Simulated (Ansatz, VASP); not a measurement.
One cell, several codes and potentials: AlRu

System: AlRu (CsCl type, first atom moved by 0.06 Å along [111]), 2 atoms in the cell.

```
CELL_PARAMETERS angstrom
3.00000 0.00000 0.00000
0.00000 3.00000 0.00000
0.00000 0.00000 3.00000
ATOMIC_POSITIONS crystal
Ru 0.01155 0.01155 0.01155
Al 0.50000 0.50000 0.50000
```

All runs use HSE06; k-mesh 4×4×4 Γ-centred; Fermi–Dirac smearing of 0.1 eV; no spin polarisation. Exact exchange at q = 0 is regularized (HFRCUT = 0 in VASP). VASP pressures are printed at a fixed basis; Ansatz's pressures include its basis correction. The all-electron reference is a plane-wave run on PAW datasets generated for this crystal and functional, not LAPW.

```
                          run  pressure (GPa)  Fx on Ru1 (eV/Å)
 Ansatz hand-made PAW, 900 eV           -8.53            -0.243
 Ansatz with JTH PAW, 1800 eV           -8.33            -0.247
  Ansatz PAW hard set, 700 eV           -8.56            -0.243
       VASP, Ru_pv/Al, 312 eV           -9.13            -0.245
Ansatz PAW soft set 1, 420 eV           -8.60            -0.243
```

Problem. What does the all-electron calculation give for these quantities?

Solution. Ansatz all-electron PAW datasets made for this crystal, 310 eV: pressure -8.55 GPa, Fx on Ru1 -0.243 eV/Å. All forces:

```json
{"atom": "Ru1", "Fx (eV/Å)": "-0.243", "Fy (eV/Å)": "-0.243", "Fz (eV/Å)": "-0.243"}
{"atom": "Al2", "Fx (eV/Å)": "0.243", "Fy (eV/Å)": "0.243", "Fz (eV/Å)": "0.243"}
```

The k-mesh is coarse, so these values belong to this mesh and can lie far from the converged ones. Potentials made with PBE were used with another functional (at least in: Ansatz with JTH PAW, 1800 eV; Ansatz PAW hard set, 700 eV; VASP, Ru_pv/Al, 312 eV).
